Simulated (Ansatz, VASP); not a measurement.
# Cross-check of NaB between VASP and Ansatz

Wanted: the spread between two codes on one cell, functional and k mesh. The cell is taken from a series of runs on this material, whose earlier steps may have relaxed, scaled, displaced or heated it; both programs get it as it stands.

Method: plane waves, with VASP 6.6.1 beside it; relaxation of cell and atoms at PBEsol, in Ansatz 0.2.0.

### 1. The structure

The structure is cubic, space group Fm-3m (No. 225). Conventional cell: a = 5.305 Å, b = 5.305 Å, c = 5.305 Å, α = 90.00°, β = 90.00°, γ = 90.00°. Na has 6 B at 2.65 Å nearest. Nearest to B lie 6 Na at 2.65 Å. Farther neighbours are not listed.

### 2. Ansatz: relaxation of cell and atoms, PBEsol, pair 1

Ansatz runs on its default PAW (the set named soft_2) files.

The relaxed volume is the usual yardstick between codes: in a stiff, nearly cubic crystal its relative difference is about their pressure difference at one cell divided by the bulk modulus.

The input, input.yaml:

```yaml
crystal:
  lattice:
    - [0.0, 2.6524525913, 2.6524525913]
    - [2.6524525913, 0.0, 2.6524525913]
    - [2.6524525913, 2.6524525913, 0.0]
  atoms:
    - { symbol: Na, position: [0.0, 0.0, 0.0] }
    - { symbol: B, position: [0.5, 0.5, 0.5] }
kpoints:
  mp_grid: { grid: [12, 12, 12] }
hamiltonian:
  xc: pbesol
scf:
  occupations: { method: methfessel_paxton, width: 0.15 }
output:
  forces: true
  stress: true
  eigenvalues: true
relax:
  adjacent_minimum: "off"
  f_tol: 0.001
  max_steps: 60
  cell: { stress_tol: 0.01 }
```

Started as:

```console
$ ansatz run input.yaml --threads 4 --pin off --max-ram 7168MiB --backend cpu --events-out ev --progress --plain --runs-dir out
```

Numbers of over 12 decimals in the logs are rounded to 6 here.

Output:

```text
Engine: ansatz 0.2.0, x86_64-unknown-linux-gnu
Pseudopotentials: kind: paw
Pseudopotential: Na, paw, valence charge 9, recommended cutoff 420 eV (normal), Na.paw.azcp
Pseudopotential: B, paw, valence charge 3, recommended cutoff 420 eV (normal), B.paw.azcp
Functional definition: PBEsol
  exchange = pbesol_x
  correlation = pbesol_c
Crystal: 2 atoms, lattice volume = 37.323 Å³
Basis set: ecut = 420 eV, 725 PW (Γ), exchange–correlation on 54×54×54 points (8 copies of the dense FFT grid, shifted against one another)
Bands: 10, of which v1, the nominal top of the filled ones, is band 6 counted from 1 (5 counted from 0)
Symmetry: 48 space group operations
Space group: Fm-3m (ITA 225), of the structure as read, at distance tolerance 3.3e-5 Å
k-points: 72 of 1728
Non-local potential: Na, projectors of the file, l = 0: 3, l = 1: 2, l = 2: 1
Non-local potential: B, projectors of the file, l = 0: 2, l = 1: 2, l = 2: 1
PAW form: soft (Blöchl's): semilocal exchange-correlation on the pseudo side does not see the compensation charge
PAW frozen core: Na, regenerated for the run's functional, and the local potential with it (the file was generated under x = pbe(κ = 0.804, μ = 0.219515), c = pbe(β = 0.066725))
PAW frozen core: B, regenerated for the run's functional, and the local potential with it (the file was generated under x = pbe(κ = 0.804, μ = 0.219515), c = pbe(β = 0.066725))
PAW one-centre angular grid: Na, 110 points (default); XC on 64 Gauss nodes
PAW one-centre angular grid: B, 110 points (default); XC on 64 Gauss nodes
Initial density: superposition of atomic densities (neutral atoms: chi_scale 0, normalization atom), corrected by the library's trained network
Initial wavefunctions: pseudopotential atomic-orbital guess
Functional: x = pbesol(κ = 0.804, μ = 0.123457), c = pbesol(β = 0.046)
SCF iter   1: F=—  HF=-1624.680089 eV  |F-HF|=—  |Δ(HF+E_count)|=         —  Δρ=3.16e-3  dr2=2.51e-3  ethr=1.77e-3  ⟨swp⟩=4.9  Hψ=3937  notcnv=0
preconditioner: auto → none  [metal: Δε(μ)=0.058 eV  Ē_g=8.016 eV  σ=0.150 eV  W_gap=0.30  n_scr=8 (ndim 8)  ℏωp=12.2 eV  f_vac=0.000  D(μ)=1.13/eV (n_scr^D=8)  sad-step TF]
SCF iter   2: F=—  HF=-1624.678360 eV  |F-HF|=—  |Δ(HF+E_count)|=   1.73e-3  S|Δr|=    0.00e0  Δρ=1.00e-3  dr2=3.90e-4  ethr=2.09e-5  ⟨swp⟩=2.4  Hψ=1695  notcnv=0
SCF iter   3: F=—  HF=-1624.678194 eV  |F-HF|=—  |Δ(HF+E_count)|=   1.65e-4  S|Δr|=    0.00e0  Δρ=2.25e-4  dr2=1.59e-5  ethr=3.25e-6  ⟨swp⟩=2.0  Hψ=1099  notcnv=0
SCF iter   4: F=—  HF=-1624.678187 eV  |F-HF|=—  |Δ(HF+E_count)|=   7.07e-6  S|Δr|=    0.00e0  Δρ=1.20e-4  dr2=5.95e-6  ethr=1.32e-7  ⟨swp⟩=2.0  Hψ=1147  notcnv=0
SCF iter   5: F=—  HF=-1624.678185 eV  |F-HF|=—  |Δ(HF+E_count)|=   1.99e-6  S|Δr|=    0.00e0  Δρ=6.89e-5  dr2=1.94e-6  ethr=4.96e-8  ⟨swp⟩=1.3  Hψ=770  notcnv=0
SCF iter   6: F=-1624.678184 eV  HF=-1624.678184 eV  |F-HF|=3.41e-9  |Δ(HF+E_count)|=   9.69e-7  S|Δr|=    0.00e0  Δρ=4.22e-6  dr2=3.84e-9  ethr=8.33e-10  ⟨swp⟩=3.2  Hψ=2817  notcnv=0
SCF 1 converged in 6 iterations: F = -1624.678184 eV  dr2 = 3.84e-9
  greatest PAW one-centre occupation: 0.999 electrons in one spin orbital (limit 2), on the Na atom at site 0 (counted from 0), in its partial waves of l = 0
relax step   1: F+E_penalty+E_count = -1624.67818423 eV  Δ(F+E_penalty+E_count) = +0.000e0 eV  max|allowed force component| = 1.286e-30 eV/Å  Δτ_max = 0.0000 Å  P = -0.004 GPa  Ω = 37.323 Å³  (6 SCF iters, dr2 threshold 1.00e-7 eV, accepted)
Initial density: handed on by an earlier stage of this run
Initial wavefunctions: pseudopotential atomic-orbital guess (no wavefunctions were taken with the density)
iter 1 solved again at ethr=2.82e-7 eV; its pass at ethr=3.10e-3 eV (dr2=3.38e-5 eV) is discarded
SCF iter   1: F=—  HF=-1624.678191 eV  |F-HF|=—  |Δ(HF+E_count)|=         —  Δρ=4.52e-6  dr2=3.55e-9  ethr=2.82e-7  ⟨swp⟩=3.0  Hψ=5974  notcnv=0
eigensolver tolerance schedule: the retry pair's looser diagonalisation over-reported the residual by 9516.28 of it (diagonalisation noise at 6.43 of the residual, at the tolerance the schedule requests for it); recorded, not acted on — ethr = c·dr2/N_el stays at c = 1.0e-1
preconditioner: auto → none  [metal: Δε(μ)=0.057 eV  Ē_g=8.012 eV  σ=0.150 eV  W_gap=0.30  n_scr=8 (ndim 8)  ℏωp=12.2 eV  f_vac=0.000  D(μ)=1.15/eV (n_scr^D=8)]
SCF iter   2: F=—  HF=-1624.678184 eV  |F-HF|=—  |Δ(HF+E_count)|=   6.41e-6  S|Δr|=    0.00e0  Δρ=1.21e-6  dr2=4.85e-10  ethr=2.96e-11  ⟨swp⟩=3.2  Hψ=1392  notcnv=0
SCF iter   3: F=—  HF=-1624.678184 eV  |F-HF|=—  |Δ(HF+E_count)|=  4.93e-11  S|Δr|=    0.00e0  Δρ=4.09e-7  dr2=3.47e-11  ethr=4.04e-12  ⟨swp⟩=1.8  Hψ=836  notcnv=0
SCF iter   4: F=—  HF=-1624.678184 eV  |F-HF|=—  |Δ(HF+E_count)|=  3.62e-11  S|Δr|=    0.00e0  Δρ=1.29e-7  dr2=4.10e-12  ethr=2.89e-13 (applied; sched 1.00e-12)  ⟨swp⟩=2.7  Hψ=1161  notcnv=0
SCF iter   5: F=-1624.678184 eV  HF=-1624.678184 eV  |F-HF|=4.55e-13  |Δ(HF+E_count)|=  5.46e-12  S|Δr|=    0.00e0  Δρ=8.94e-9  dr2=2.15e-14  ethr=1.00e-12  ⟨swp⟩=4.5  Hψ=2344  notcnv=0
SCF 2 converged in 5 iterations: F = -1624.678184 eV  dr2 = 2.15e-14
relax step   2: F+E_penalty+E_count = -1624.67818423 eV  Δ(F+E_penalty+E_count) = -1.825e-9 eV  max|allowed force component| = 1.487e-30 eV/Å  Δτ_max = 0.0000 Å  P = -0.004 GPa  Ω = 37.323 Å³  stress off target by 4.37e-3 GPa  SCF on the basis re-selected at this cell (its energy is not comparable with the rows above)  (5 SCF iters)
basis re-selected at this cell: Δ(F+E_penalty+E_count) = -1.825e-9 eV, ΔP = -0.000 GPa vs the last step (what re-selecting the basis moved, of the pressure what is left beyond the Pulay correction that the steps carried, after the strain that the cell walked since its last selection, with what the two solves' SCF thresholds leave and, on support functions, any second-order correction that the steps lacked; it is no m [...]
SCF converged after 5 iterations
Stability not checked: this state was not tested for a lower state beside it, because cold or Methfessel-Paxton smearing, or corrected tetrahedra, fill the levels in a way that the test cannot read (fill_not_monotonic; see scf.lower_state_search)
Free energy (F): -1624.678184 eV
Harris-Foulkes:  -1624.678184 eV  (|F-HF|=4.55e-13)
Internal energy: -1624.677152 eV  (E = F + TS)
E sigma→0 (E₀):  -1624.677926 eV
Entropy (-TS):   -0.001033 eV (-0.516 meV/atom)
Fermi energy:    2.880953 eV
--- Per-component energies (eV) ---
  E_band       = -216.933038
  E_kinetic    = 155.886215
  E_local      = -1374.907737  (includes V_loc(G=0)·N_el)
  E_nonlocal   = 131.888401
  E_hartree    = 496.437284
  E_xc         = -65.644767
  E_vxc        = -81.598571  (∫ρ·V_xc dr)
  E_paw        = -328.508480  (= ΣΔE_a)
  E_vpaw       = -41.075871  (= ΣTr[D̂ρ^β])
  E_aug_tail   = -0.000041  (compensation charges beyond the density's cutoff)
  E_ewald      = -639.897430
  E_core_change = 0.069405  (= ΣΔE_core)
  E_smearing   = -0.001033  (= −TS)
  E_closure    = 0.000000  (closes the sum)
  Σ components = -1624.678184   (vs F -1624.678184, Δ=0.00e0)
--- Forces (eV/Å), atoms counted from 1 ---
  atom   1  Na    -0.00000000     0.00000000     0.00000000
  atom   2  B      0.00000000    -0.00000000    -0.00000000
  max |Σ_I F_I| component: 2.55e-30 eV/Å
--- Stress (GPa, compression-positive) ---
       -0.004366      -0.000000      -0.000000
        0.000000      -0.004366       0.000000
       -0.000000      -0.000000      -0.004366
  P = ⅓ Tr σ = -0.0044 GPa (-0.044 kbar)
--- Band table (eV; the first three rows and the last of 72) ---
  k-point 0: bands = ["-47.8939", "-19.9813", "-19.9813", "-19.9813", "-4.3873", "5.3616", "5.3616", "5.3616", "10.6503", "13.1471"]
  k-point 1: bands = ["-47.8937", "-19.9846", "-19.9816", "-19.9816", "-4.2995", "5.0279", "5.3099", "5.3099", "10.8376", "12.6326"]
  k-point 2: bands = ["-47.8933", "-19.9937", "-19.9826", "-19.9826", "-4.0416", "4.1928", "5.1758", "5.1758", "10.9914", "12.2932"]
  k-point 71: bands = ["-47.8910", "-20.0112", "-20.0112", "-19.9987", "-1.7165", "2.2903", "2.2903", "3.3623", "11.6553", "12.1296"]
--- Relaxed structure (1 steps of the walk, 1 accepted, 1 SCFs on fresh bases) ---
  F+E_penalty+E_count = -1624.67818423 eV   max|allowed force component| = 1.487e-30 eV/Å   (the final SCF, on the basis selected at the relaxed cell)
  cell:  # Å, volume = 37.3227 Å³
    - [0.0, 2.6524525913, 2.6524525913]
    - [2.6524525913, 0.0, 2.6524525913]
    - [2.6524525913, 2.6524525913, 0.0]
  atoms:
    - { symbol: Na, position: [0.0, 0.0, 0.0] }
    - { symbol: B, position: [0.5, 0.5, 0.5] }
```

### 3. VASP: relaxation of cell and atoms, PBEsol, pair 1

The same cell, functional, mesh and smearing now go to VASP, with its own data sets.

Lines of VASP's logs that name or quote its potential files are left out, and so is its time.

The input, INCAR:

```
SYSTEM = NaB
PREC = Accurate
ENCUT = 500
EDIFF = 1E-07
NELM = 120
ISMEAR = 1
SIGMA = 0.15
LREAL = .FALSE.
ALGO = Normal
GGA = PS
NBANDS = 11
LORBIT = 11
LWAVE = .FALSE.
LCHARG = .FALSE.
ISIF = 3
IBRION = 2
NSW = 80
EDIFFG = -0.005
LASPH = .TRUE.
GGA_COMPAT = .FALSE.
NELMIN = 4
KPAR = 2
```

The input, POSCAR:

```
NaB
1.0
    0.0000000000      2.6524530000      2.6524530000
    2.6524530000      0.0000000000      2.6524530000
    2.6524530000      2.6524530000      0.0000000000
Na B
1 1
Direct
    0.0000000000      0.0000000000      0.0000000000
    0.5000000000      0.5000000000      0.5000000000
```

The input, KPOINTS:

```
Automatic mesh
0
Gamma
12 12 12
0 0 0
```

PAW data sets: Na_pv and B (PBE family, release 64).

Started as:

```console
$ mpirun -np 2 vasp_std
```

Output:

```text
[banner, memory and clock lines left out]
running    2 mpi-ranks, on    1 nodes
 distrk:  each k-point on    1 cores,    2 groups
 distr:  one band on    1 cores,    1 groups

 POSCAR found type information on POSCAR NaB
 POSCAR found :  2 types and       2 ions
|                                                                             |
|               ----> ADVICE to this user running VASP <----                  |
|                                                                             |
|     You enforced a specific xc type in the INCAR file but a different       |
|     [... a line on the potential file left out ...]
|     I HOPE YOU KNOW WHAT YOU ARE DOING!                                     |
|                                                                             |

 LDA part: xc-table for (Slater+PW92), standard interpolation
 POSCAR, INCAR and KPOINTS ok, starting setup
 FFT: planning ... GRIDC
 FFT: planning ... GRID_SOFT
 FFT: planning ... GRID
 WAVECAR not read
 entering main loop
       N       E                     dE             d eps       ncg     rms          rms(c)
DAV:   1     0.430694488417E+02    0.43069E+02   -0.53257E+03  1587   0.894E+02
DAV:   2    -0.276283011859E+01   -0.45832E+02   -0.44807E+02  1649   0.204E+02
DAV:   3    -0.457058190307E+01   -0.18078E+01   -0.17732E+01  1918   0.402E+01
DAV:   4    -0.459349059817E+01   -0.22909E-01   -0.22836E-01  1743   0.436E+00
DAV:   5    -0.459372330122E+01   -0.23270E-03   -0.23270E-03  1846   0.475E-01    0.513E-01
DAV:   6    -0.458375064896E+01    0.99727E-02   -0.74661E-03  2236   0.128E+00    0.311E-01
DAV:   7    -0.458007459168E+01    0.36761E-02   -0.71201E-03  2321   0.103E+00    0.929E-02
DAV:   8    -0.457991154823E+01    0.16304E-03   -0.49129E-04  1722   0.344E-01    0.130E-02
DAV:   9    -0.457990714050E+01    0.44077E-05   -0.26171E-05  1914   0.798E-02    0.415E-03
DAV:  10    -0.457990724615E+01   -0.10565E-06   -0.49898E-07  1709   0.741E-03    0.207E-03
DAV:  11    -0.457990736874E+01   -0.12259E-06   -0.12364E-08   954   0.121E-03    0.100E-04
DAV:  12    -0.457990736269E+01    0.60470E-08   -0.25355E-09   882   0.839E-04
   1 F= -.45799074E+01 E0= -.45795645E+01  d E =-.457991E+01
 curvature:   0.00 expect dE= 0.000E+00 dE for cont linesearch  0.000E+00
 trial: gam= 0.00000 g(F)=  0.300E-61 g(S)=  0.846E-05 ort = 0.000E+00 (trialstep = 0.100E+01)
 search vector abs. value=  0.846E-05
 bond charge predicted
       N       E                     dE             d eps       ncg     rms          rms(c)
DAV:   1    -0.457993884736E+01   -0.31479E-04   -0.71613E-04  1815   0.478E-01    0.339E-02
DAV:   2    -0.457992056195E+01    0.18285E-04   -0.18082E-05  1803   0.806E-02    0.173E-02
DAV:   3    -0.457991444987E+01    0.61121E-05   -0.87254E-06  1839   0.533E-02    0.157E-03
DAV:   4    -0.457991424513E+01    0.20475E-06   -0.27592E-07  1656   0.891E-03    0.781E-04
DAV:   5    -0.457991416874E+01    0.76390E-07   -0.54926E-08   840   0.418E-03
   2 F= -.45799142E+01 E0= -.45795776E+01  d E =-.680604E-05
 trial-energy change:   -0.000007  1 .order   -0.000006   -0.000008   -0.000004
 step:   1.4888(harm=  1.9827)  dis= 0.00000  next Energy=    -4.579915 (dE=-0.789E-05)
 reached required accuracy - stopping structural energy minimisation
```

Parts of OUTCAR (step 3):

```text
ion  position               nearest neighbor table
   1  0.000  0.000  0.000-
   2  0.500  0.500  0.500-

  LATTYP: Found a face centered cubic cell.
 ALAT       =     5.3049060000

 Subroutine GETGRP returns: Found 48 space group operations
 (whereof 48 operations were pure point group operations)

The static configuration has the point symmetry O_h .

 Found     72 irreducible k-points:

   k-points           NKPTS =     72   k-points in BZ     NKDIM =     72   number of bands    NBANDS=     11

   dimension x,y,z NGX =    28 NGY =   28 NGZ =   28
   dimension x,y,z NGXF=    56 NGYF=   56 NGZF=   56

   ENCUT  =  500.0 eV  36.75 Ry    6.06 a.u.   6.84  6.84  6.84*2*pi/ulx,y,z

   NELECT =      10.0000    total number of electrons

 k-points in reciprocal lattice and weights: Automatic mesh
   0.00000000  0.00000000  0.00000000       0.001
   0.08333333  0.00000000  0.00000000       0.005
   0.16666667  0.00000000  0.00000000       0.005
   0.25000000  0.00000000  0.00000000       0.005
   0.33333333  0.00000000  0.00000000       0.005
   0.41666667  0.00000000  0.00000000       0.005
   0.50000000  0.00000000  0.00000000       0.002
   0.08333333  0.08333333  0.00000000       0.003
   0.16666667  0.08333333  0.00000000       0.014
[...]
-0.33333333  0.50000000  0.16666667       0.007
  -0.25000000  0.50000000  0.25000000       0.003

 average (electrostatic) potential at core
       1 -47.6469       2 -33.2188

 E-fermi :   0.8688

 k-point     1 :       0.0000    0.0000    0.0000
  band No.  band energies     occupation
      1     -21.9843      2.00000
      2     -21.9843      2.00000
      3     -21.9843      2.00000
      4      -6.4069      2.00000
      5       3.3491     -0.00000
      6       3.3491     -0.00000
      7       3.3491     -0.00000
      8       8.6321      0.00000
      9      11.1404      0.00000
    ...

 k-point     2 :       0.0833    0.0000    0.0000
  band No.  band energies     occupation
      1     -21.9876      2.00000
      2     -21.9846      2.00000
      3     -21.9846      2.00000
      4      -6.3187      2.00000
      5       3.0154     -0.00000
      6       3.2976     -0.00000
      7       3.2976     -0.00000
      8       8.8195      0.00000
      9      10.6236      0.00000
    ...

 k-point     3 :       0.1667    0.0000    0.0000
  band No.  band energies     occupation
      1     -21.9966      2.00000
      2     -21.9855      2.00000
      3     -21.9855      2.00000
      4      -6.0597      2.00000
      5       2.1800     -0.00000
      6       3.1636     -0.00000
      7       3.1636     -0.00000
      8       8.9751      0.00000
      9      10.2802      0.00000
    ...

  Total        0.0053578      0.0053578      0.0053578      0.0000000     -0.0000000      0.0000000
  in kB        0.2298164      0.2298164      0.2298164      0.0000000     -0.0000000      0.0000000
  external PRESSURE =       0.2298164 kB  Pullay stress =       0.0000000 kB

  energy-cutoff  :      500.00
  volume of cell :       37.35
      direct lattice vectors                 reciprocal lattice vectors
     0.000000000  2.653144629  2.653144629    -0.188455614  0.188455614  0.188455614
     2.653144629  0.000000000  2.653144629     0.188455614 -0.188455614  0.188455614
     2.653144629  2.653144629 -0.000000000     0.188455614  0.188455614 -0.188455614

 POSITION                                       TOTAL-FORCE (eV/Angst)
 -----------------------------------------------------------------------------------
      2.65314      0.00000      2.65314         0.000000      0.000000     -0.000000
      2.65314      2.65314      2.65314         0.000000     -0.000000      0.000000
 -----------------------------------------------------------------------------------
    total drift:                                0.000000      0.000000      0.000000

  FREE ENERGIE OF THE ION-ELECTRON SYSTEM (eV)
  ---------------------------------------------------
  free  energy   TOTEN  =        -4.5799141687 eV

  energy  without entropy=       -4.5789044004  energy(sigma->0) =       -4.57957758

 reached required accuracy - stopping structural energy minimisation

 total charge
# of ion       s       p       d       tot
------------------------------------------
    1        0.100   6.001   0.000   6.102
    2        0.873   0.552   0.000   1.425
--------------------------------------------------
tot          0.973   6.554   0.000   7.527

[... 3 further parts left out ...]
```

CONTCAR:

```
NaB
   1.00000000000000
     0.0000000000000000    2.6531446287751730    2.6531446287751730
     2.6531446287751730    0.0000000000000000    2.6531446287751730
     2.6531446287751730    2.6531446287751730   -0.0000000000000000
  Na              B
     1     1
Direct
     0.0000000000000000    1.0000000000000000    0.0000000000000000
     0.5000000000000000    0.5000000000000000    0.5000000000000000
```

### 4. Differences

Known differences besides the potentials themselves: the data sets hold 12 valence electrons in Ansatz (on its default PAW (the set named soft_2) files) and 10 in VASP; the cutoff is 420 eV in Ansatz and 500 eV in VASP; Ansatz makes its cores anew for this functional, VASP keeps those of its PBE data sets; Ansatz adds a Pulay correction to the stress that steers its cell, VASP none. Total energies have different zeros and are not compared.

The two programs side by side:

| quantity | Ansatz | VASP | difference |
| --- | --- | --- | --- |
| volume (Å³) | 37.32 | 37.35 | -0.08 % |
| edge a after relaxation, in the typed setting (Å) | 3.751 | 3.752 | -0.03 % |

[end of part 1 of 2]

[Lines on the potential files, build, host, timing and source positions are cut from VASP's logs without a mark.]

[Logs are printed without paths, hosts, clocks, repeated set-up lines and the standing remarks that a program may print on its own settings, such as how far it seeks lower states.]

[Hosts, paths, dates, database ids (printed as entryN), source tags and the programs' standing remarks are cut or masked in the printed files.]
